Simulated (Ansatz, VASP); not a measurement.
# TiZnSe3: VASP beside Ansatz, part 2 of 3

Aim: how closely do two programs agree when they are given the same cell, functional and k mesh? The cell is generated by rule, not measured, and may not be a known phase. The cell is taken from a series of runs on this material, whose earlier steps may have relaxed, scaled, displaced or heated it; both programs get it as it stands.

VASP 6.6.1 and Ansatz 0.2.0.

So far: The structure; Ansatz: relaxation of cell and atoms, PBE, pair 1.

### Step 3. VASP: relaxation of cell and atoms, PBE, pair 1

Level of this step: PBE, no spin polarisation; plane waves and PAW (Zn, Ti_sv, Se); invented cell (VASP).

The same cell, functional, mesh and smearing now go to VASP, with its own data sets.

Lines of VASP's logs that name or quote its potential files are left out, and so is its time.

Contents of INCAR:

```
SYSTEM = TiZnSe3
PREC = Accurate
ENCUT = 500
EDIFF = 1E-07
NELM = 120
ISMEAR = 1
SIGMA = 0.2
LREAL = .FALSE.
ALGO = Normal
GGA = PE
NBANDS = 27
LASPH = .TRUE.
LORBIT = 11
LWAVE = .FALSE.
LCHARG = .FALSE.
ISIF = 3
IBRION = 2
NSW = 80
EDIFFG = -0.005
GGA_COMPAT = .FALSE.
NELMIN = 4
KPAR = 2
```

Contents of POSCAR:

```
TiZnSe3
1.0
    4.9563950000      0.0000000000      0.0000000000
    0.0000000000      4.9563950000      0.0000000000
    0.0000000000      0.0000000000      4.9563950000
Zn Ti Se
1 1 3
Direct
    0.0000000000      0.0000000000      0.0000000000
    0.5000001009      0.5000001009      0.5000001009
    0.5000001009      0.5000001009      0.0000000000
    0.5000001009      0.0000000000      0.5000001009
    0.0000000000      0.5000001009      0.5000001009
```

Contents of KPOINTS:

```
Automatic mesh
0
Gamma
8 8 8
0 0 0
```

The projector-augmented-wave data sets are Zn, Ti_sv and Se (PBE family, release 64).

Launch:

```
> mpirun -np 2 vasp_std
```

Numbers of over 12 decimals in the logs are rounded to 6 here.

What it wrote:

```text
[banner, memory and clock lines left out]
running    2 mpi-ranks, on    1 nodes
 distrk:  each k-point on    1 cores,    2 groups
 distr:  one band on    1 cores,    1 groups

 POSCAR found type information on POSCAR ZnTiSe
 POSCAR found :  3 types and       5 ions
 LDA part: xc-table for (Slater+PW92), standard interpolation
 POSCAR, INCAR and KPOINTS ok, starting setup
 FFT: planning ... GRIDC
 FFT: planning ... GRID_SOFT
 FFT: planning ... GRID
 WAVECAR not read
 entering main loop
       N       E                     dE             d eps       ncg     rms          rms(c)
DAV:   1     0.366260136666E+03    0.36626E+03   -0.19625E+04  1890   0.157E+03
DAV:   2     0.241866844331E+02   -0.34207E+03   -0.33435E+03  1956   0.392E+02
DAV:   3    -0.214376613135E+02   -0.45624E+02   -0.44494E+02  3095   0.129E+02
DAV:   4    -0.241261906671E+02   -0.26885E+01   -0.26674E+01  2438   0.265E+01
DAV:   5    -0.242271185255E+02   -0.10093E+00   -0.10085E+00  2698   0.468E+00    0.132E+01
DAV:   6    -0.230009349514E+02    0.12262E+01   -0.44238E+01  2484   0.457E+01    0.161E+01
DAV:   7    -0.212513957053E+02    0.17495E+01   -0.42123E+01  2434   0.357E+01    0.632E+00
DAV:   8    -0.207617611119E+02    0.48963E+00   -0.14710E+00  2169   0.961E+00    0.325E+00
DAV:   9    -0.206377455651E+02    0.12402E+00   -0.11357E+00  2498   0.646E+00    0.139E+00
DAV:  10    -0.206211182859E+02    0.16627E-01   -0.15553E-01  2310   0.262E+00    0.288E-01
DAV:  11    -0.206231636012E+02   -0.20453E-02   -0.11670E-02  2431   0.683E-01    0.363E-01
DAV:  12    -0.206219224727E+02    0.12411E-02   -0.92764E-03  2349   0.673E-01    0.598E-02
DAV:  13    -0.206219079135E+02    0.14559E-04   -0.25033E-04  2123   0.116E-01    0.305E-02
DAV:  14    -0.206218993702E+02    0.85433E-05   -0.10816E-04  2639   0.613E-02    0.110E-02
DAV:  15    -0.206218983852E+02    0.98496E-06   -0.79306E-06  2248   0.208E-02    0.296E-03
DAV:  16    -0.206218985154E+02   -0.13016E-06   -0.25255E-07  1937   0.331E-03    0.211E-03
DAV:  17    -0.206218984994E+02    0.15978E-07   -0.35166E-07  1779   0.441E-03
   1 F= -.20621898E+02 E0= -.20624710E+02  d E =-.206219E+02
 curvature:   0.00 expect dE= 0.000E+00 dE for cont linesearch  0.000E+00
 trial: gam= 0.00000 g(F)=  0.000E+00 g(S)=  0.530E-04 ort = 0.000E+00 (trialstep = 0.100E+01)
 search vector abs. value=  0.530E-04
 bond charge predicted
       N       E                     dE             d eps       ncg     rms          rms(c)
DAV:   1    -0.206225454898E+02   -0.64697E-03   -0.11555E-02  2003   0.112E+00    0.200E-01
DAV:   2    -0.206224670547E+02    0.78435E-04   -0.68124E-03  2239   0.722E-01    0.155E-01
DAV:   3    -0.206219683451E+02    0.49871E-03   -0.28039E-03  2264   0.317E-01    0.573E-02
DAV:   4    -0.206219192178E+02    0.49127E-04   -0.18573E-04  2113   0.980E-02    0.160E-02
DAV:   5    -0.206219170815E+02    0.21363E-05   -0.29156E-05  2791   0.243E-02    0.114E-02
DAV:   6    -0.206219171975E+02   -0.11601E-06   -0.32021E-06  2703   0.955E-03    0.727E-03
DAV:   7    -0.206219170803E+02    0.11721E-06   -0.31755E-06  2880   0.858E-03    0.219E-03
DAV:   8    -0.206219170054E+02    0.74951E-07   -0.19785E-07  1780   0.278E-03
   2 F= -.20621917E+02 E0= -.20624709E+02  d E =-.185059E-04
 trial-energy change:   -0.000019  1 .order   -0.000020   -0.000053    0.000013
 step:   0.7794(harm=  0.8022)  dis= 0.00000  next Energy=   -20.621918 (dE=-0.200E-04)
 reached required accuracy - stopping structural energy minimisation
```

OUTCAR, selected parts (step 3):

```text
ion  position               nearest neighbor table
   1  0.000  0.000  0.000-
   2  0.500  0.500  0.500-   3 2.48   4 2.48   5 2.48   3 2.48   4 2.48   5 2.48
   3  0.500  0.500  0.000-   2 2.48   2 2.48
   4  0.500  0.000  0.500-   2 2.48   2 2.48
   5  0.000  0.500  0.500-   2 2.48   2 2.48

  LATTYP: Found a simple cubic cell.
 ALAT       =     4.9563950000

 Subroutine GETGRP returns: Found 48 space group operations
 (whereof 48 operations were pure point group operations)

The static configuration has the point symmetry O_h .

 Found     35 irreducible k-points:

   k-points           NKPTS =     35   k-points in BZ     NKDIM =     35   number of bands    NBANDS=     27

   dimension x,y,z NGX =    36 NGY =   36 NGZ =   36
   dimension x,y,z NGXF=    72 NGYF=   72 NGZF=   72

   ENCUT  =  500.0 eV  36.75 Ry    6.06 a.u.   9.04  9.04  9.04*2*pi/ulx,y,z

   NELECT =      42.0000    total number of electrons

 k-points in reciprocal lattice and weights: Automatic mesh
   0.00000000  0.00000000  0.00000000       0.002
   0.12500000  0.00000000  0.00000000       0.012
   0.25000000  0.00000000  0.00000000       0.012
   0.37500000  0.00000000  0.00000000       0.012
   0.50000000  0.00000000  0.00000000       0.006
   0.12500000  0.12500000  0.00000000       0.023
   0.25000000  0.12500000  0.00000000       0.047
   0.37500000  0.12500000  0.00000000       0.047
   0.50000000  0.12500000  0.00000000       0.023
[...]
0.50000000  0.50000000  0.37500000       0.012
   0.50000000  0.50000000  0.50000000       0.002

 average (electrostatic) potential at core
       1 -35.9926       2 -78.7534       3 -55.2926       4 -55.2926       5 -55.2926

 E-fermi :   2.6679

 k-point     1 :       0.0000    0.0000    0.0000
  band No.  band energies     occupation
    ...
     18       1.9462      2.00000
     19       1.9462      2.00000
     20       2.6232      1.36795
     21       2.6232      1.36795
     22       2.6232      1.36795
     23       2.9159     -0.07085
     24       2.9159     -0.07085
     25       2.9159     -0.07085
     26       4.1499     -0.00000
     27       4.1499     -0.00000

 k-point     2 :       0.1250    0.0000    0.0000
  band No.  band energies     occupation
    ...
     18       1.6487      2.00000
     19       1.8680      2.00000
     20       2.3946      2.06586
     21       2.4513      2.06349
     22       2.4513      2.06349
     23       2.9202     -0.07052
     24       3.4032     -0.00000
     25       3.4032     -0.00000
     26       4.1528     -0.00000
     27       4.5575     -0.00000

 k-point     3 :       0.2500    0.0000    0.0000
  band No.  band energies     occupation
    ...
     18       1.0771      2.00000
     19       1.6934      2.00000
     20       2.4465      2.06593
     21       2.4465      2.06593
     22       2.6903      0.81147
     23       2.9305     -0.06879
     24       3.9952     -0.00000
     25       3.9952     -0.00000
     26       4.1585     -0.00000
     27       5.0475     -0.00000

  Total       -0.0105496     -0.0105496     -0.0105496     -0.0000000     -0.0000000      0.0000000
  in kB       -0.1386470     -0.1386470     -0.1386470     -0.0000000     -0.0000000      0.0000000
  external PRESSURE =      -0.1386470 kB  Pullay stress =       0.0000000 kB

  energy-cutoff  :      500.00
  volume of cell :      121.91
      direct lattice vectors                 reciprocal lattice vectors
     4.958441447 -0.000000000  0.000000000     0.201676275  0.000000000  0.000000000
    -0.000000000  4.958441447 -0.000000000     0.000000000  0.201676275  0.000000000
    -0.000000000 -0.000000000  4.958441447    -0.000000000  0.000000000  0.201676275

 POSITION                                       TOTAL-FORCE (eV/Angst)
 -----------------------------------------------------------------------------------
      0.00000      0.00000      0.00000        -0.000000     -0.000000      0.000000
      2.47922      2.47922      2.47922         0.000000      0.000000      0.000000
      2.47922      2.47922     -0.00000        -0.000000     -0.000000      0.000000
      2.47922     -0.00000      2.47922        -0.000000     -0.000000      0.000000
     -0.00000      2.47922      2.47922        -0.000000     -0.000000      0.000000
 -----------------------------------------------------------------------------------
    total drift:                               -0.001450     -0.001450     -0.001450

  FREE ENERGIE OF THE ION-ELECTRON SYSTEM (eV)
  ---------------------------------------------------
  free  energy   TOTEN  =       -20.6219170054 eV

  energy  without entropy=      -20.6302918153  energy(sigma->0) =      -20.62470861

 reached required accuracy - stopping structural energy minimisation

 total charge
# of ion       s       p       d       tot
------------------------------------------
    1        0.641   0.072   9.762  10.475
    2        2.181   6.167   1.896  10.244
    3        1.477   2.309   0.024   3.810
    4        1.477   2.309   0.024   3.810
    5        1.477   2.309   0.024   3.810
--------------------------------------------------
tot          7.254  13.166  11.730  32.150

[... 3 further parts left out ...]
```

CONTCAR:

```
TiZnSe3
   1.00000000000000
     4.9584414468289486   -0.0000000000000000    0.0000000000000000
    -0.0000000000000000    4.9584414468289486   -0.0000000000000000
    -0.0000000000000000   -0.0000000000000000    4.9584414468289486
  Zn              Ti              Se
     1     1     3
Direct
     0.0000000000000000    0.0000000000000000    0.0000000000000000
     0.5000001009000030    0.5000001009000030    0.5000001009000030
     0.5000001009000030    0.5000001009000030    0.0000000000000000
     0.5000001009000030    0.0000000000000000    0.5000001009000030
     0.0000000000000000    0.5000001009000030    0.5000001009000030
```

### Step 4. Differences

Known differences besides the potentials themselves: the data sets hold 72 valence electrons in Ansatz (on its PAW soft_1 files) and 42 in VASP; the cutoff is 420 eV in Ansatz and 500 eV in VASP; Ansatz adds a Pulay correction to the stress that steers its cell, VASP none. Total energies have different zeros and are not compared.

The two programs side by side:

```
                                         quantity  Ansatz    VASP  difference
                                      volume (Å³)  121.76  121.91     -0.12 %
edge a after relaxation, in the typed setting (Å)   4.956   4.958     -0.04 %
```

### Step 5. VASP: relaxation of cell and atoms, PBE, pair 2

The relaxed volume is the usual yardstick between codes: in a stiff, nearly cubic crystal its relative difference is about their pressure difference at one cell divided by the bulk modulus. Its start cell is another than that of the pair before, and may be another structure of the material.

INCAR is that of step 3.

Contents of POSCAR:

```
TiZnSe3
1.0
    4.9648910000      0.0000000000      0.0000000000
    0.0000000000      4.9648910000      0.0000000000
    0.0000000000      0.0000000000      6.3027760000
Zn Ti Se
1 1 3
Direct
    0.0000000000      0.0000000000      0.3086202016
    0.5000001007      0.5000001007      0.5351334079
    0.5000001007      0.0000000000      0.3912333232
    0.5000001007      0.5000001007      0.8860687735
    0.0000000000      0.5000001007      0.3912333232
```

Contents of KPOINTS:

```
Automatic mesh
0
Gamma
8 8 6
0 0 0
```

Launch:

```
> mpirun -np 2 vasp_std
```

What it wrote:

```text
[... set-up lines as in an earlier step ...]
 entering main loop
       N       E                     dE             d eps       ncg     rms          rms(c)
DAV:   1     0.358356670694E+03    0.35836E+03   -0.18937E+04  3256   0.147E+03
DAV:   2     0.226735976582E+02   -0.33568E+03   -0.32803E+03  3415   0.372E+02
DAV:   3    -0.229755999547E+02   -0.45649E+02   -0.44832E+02  4946   0.127E+02
DAV:   4    -0.259434828271E+02   -0.29679E+01   -0.29570E+01  4518   0.272E+01
[...]
DAV:  16    -0.220988103306E+02   -0.35245E-05   -0.49755E-06  3482   0.976E-03    0.549E-03
DAV:  17    -0.220988106035E+02   -0.27293E-06   -0.15825E-06  3704   0.877E-03    0.120E-03
DAV:  18    -0.220988106757E+02   -0.72264E-07   -0.11563E-07  2682   0.251E-03
   1 F= -.22098811E+02 E0= -.22100138E+02  d E =-.220988E+02
[...]
2 F= -.22098808E+02 E0= -.22100137E+02  d E =0.311346E-05
[...]
3 F= -.22098891E+02 E0= -.22100220E+02  d E =-.804308E-04
[...]
4 F= -.22098906E+02 E0= -.22100231E+02  d E =-.145478E-04
[...]
5 F= -.22098907E+02 E0= -.22100234E+02  d E =-.161189E-04
[...]
6 F= -.22098911E+02 E0= -.22100239E+02  d E =-.417764E-05
 trial-energy change:   -0.000004  1 .order   -0.000004   -0.000005   -0.000003
 step:   1.9534(harm=  1.9534)  dis= 0.00052  next Energy=   -22.098913 (dE=-0.613E-05)
 reached required accuracy - stopping structural energy minimisation
```

Parts of OUTCAR (step 5):

```text
  Total       -0.0078224     -0.0078224     -0.0145886      0.0000000     -0.0000000      0.0000000
  in kB       -0.0805319     -0.0805319     -0.1501907      0.0000000     -0.0000000      0.0000000
  external PRESSURE =      -0.1037515 kB  Pullay stress =       0.0000000 kB

 POSITION                                       TOTAL-FORCE (eV/Angst)
 -----------------------------------------------------------------------------------
      4.96874      0.00000      1.94459         0.000000      0.000000     -0.003976
      2.48437      2.48437      3.37245         0.000000     -0.000000     -0.001912
      2.48437      0.00000      2.46669        -0.000000      0.000000      0.003430
      2.48437      2.48437      5.58606         0.000000      0.000000     -0.000972
     -0.00000      2.48437      2.46669        -0.000000      0.000000      0.003430
 -----------------------------------------------------------------------------------
    total drift:                               -0.001381     -0.001381      0.001295

  FREE ENERGIE OF THE ION-ELECTRON SYSTEM (eV)
  ---------------------------------------------------
  free  energy   TOTEN  =       -22.0989114031 eV

  energy  without entropy=      -22.1028950707  energy(sigma->0) =      -22.10023929

[... 1 part as in an earlier step ...]

[... 3 further parts left out ...]
[key lines of the parts left out:]
E-fermi :   1.1176
```

### Step 6. Ansatz: relaxation of cell and atoms, PBE, pair 2

The same cell, functional, mesh and smearing now go to Ansatz, which takes its cutoff from its data sets.

The cell is taken from a series of runs on this material, whose earlier steps may have relaxed, scaled, displaced or heated it; both programs get it as it stands.

Contents of input.yaml:

```yaml
crystal:
  lattice:
    - [4.9648913113, 0.0, 0.0]
    - [0.0, 4.9648913113, 0.0]
    - [0.0, 0.0, 6.3027755052]
  atoms:
    - { symbol: Zn, position: [0.0, 0.0, 0.3086201643] }
    - { symbol: Ti, position: [0.5, 0.5, 0.5351335089] }
    - { symbol: Se, position: [0.5, 0.0, 0.3912333407] }
    - { symbol: Se, position: [0.5, 0.5, 0.8860687785] }
    - { symbol: Se, position: [0.0, 0.5, 0.3912333407] }
kpoints:
  mp_grid: { grid: [8, 8, 6] }
hamiltonian:
  xc: pbe
  pseudopotentials: { kind: paw, azcp: { folder: soft_1 } }
scf:
  occupations: { method: methfessel_paxton, width: 0.2 }
output:
  forces: true
  stress: true
  eigenvalues: true
relax:
  adjacent_minimum: "off"
  f_tol: 0.001
  max_steps: 60
  cell: { stress_tol: 0.01 }
```

Launch:

```
> ansatz run input.yaml --threads 4 --pin off --max-ram 16384MiB --backend cpu --events-out ev --progress --plain --runs-dir out
```

What it wrote:

```text
[...]
Crystal: 5 atoms, lattice volume = 155.364 Å³
Basis set: ecut = 420 eV, 3089 PW (Γ), exchange–correlation on 72×72×90 points (8 copies of the dense FFT grid, shifted against one another)
Bands: 44, of which v1, the nominal top of the filled ones, is band 36 counted from 1 (35 counted from 0)
Symmetry: 8 space group operations
[...]
k-points: 60 of 384 (time reversal used)
[...]
cell:  # Å, volume = 155.3643 Å³
    - [4.9648913113, 0.0, 0.0]
    - [0.0, 4.9648913113, 0.0]
    - [0.0, 0.0, 6.3027755052]
  atoms:
    - { symbol: Zn, position: [0.0, 0.0, 0.3086201643] }
    - { symbol: Ti, position: [0.5, 0.5, 0.5351335089] }
    - { symbol: Se, position: [0.5, 0.0, 0.391233] }
    - { symbol: Se, position: [0.5, 0.5, 0.886069] }
    - { symbol: Se, position: [0.0, 0.5, 0.391233] }
[key lines of the parts left out:]
SCF converged after 8 iterations
Free energy (F): -22228.626685 eV
Fermi energy:    4.472958 eV
P = ⅓ Tr σ = -0.0003 GPa (-0.003 kbar)
```

### Step 7. Differences

What differs besides the data sets and the points named for the pairs above, as far as they apply: the data sets hold 72 valence electrons in Ansatz (on its PAW soft_1 files) and 42 in VASP. Total energies have different zeros and are not compared.

Compared:

```csv
quantity,Ansatz,VASP,difference
volume (Å³),155.36,155.63,-0.17 %
"edge a after relaxation, in the typed setting (Å)",4.965,4.969,-0.08 %
"edge c after relaxation, in the typed setting (Å)",6.303,6.304,-0.01 %
```

(Part 2 of 3 ends here.)

[Lines on the potential files, build, host, timing and source positions are cut from VASP's logs without a mark.]

[Logs are printed without paths, hosts, clocks, repeated set-up lines and the standing remarks that a program may print on its own settings, such as how far it seeks lower states.]

[Hosts, paths, dates, database ids (printed as entryN), source tags and the programs' standing remarks are cut or masked in the printed files.]
